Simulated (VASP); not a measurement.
A 63-atom supercell of SiC (zinc blende) holds N on the C site with a neighbouring Si vacancy in charge state +0. It is relaxed twice, with the total moment held at 1 and at 3 μB. Level of theory: PBE GGA, VASP's PBE PAW potentials (set 64) (plane waves; VASP). Settings: PREC = Normal, LREAL = Auto, ISYM = 0, EDIFF = 1E-5, 400 eV cut-off, 1×1×1 Γ-centred mesh, Gaussian smearing of 0.050 eV, potentials Si C N.

The supercell is sampled at Γ alone, which is coarse: total energies, pressure and levels can be off, energies of defects by several tenths of an eV.

Question: Which spin state lies lower, and by how much?

Answer: The state with 1 μB lies lower, by 0.28 eV.

The cell is a supercell with a defect, built from SiC (zinc blende).
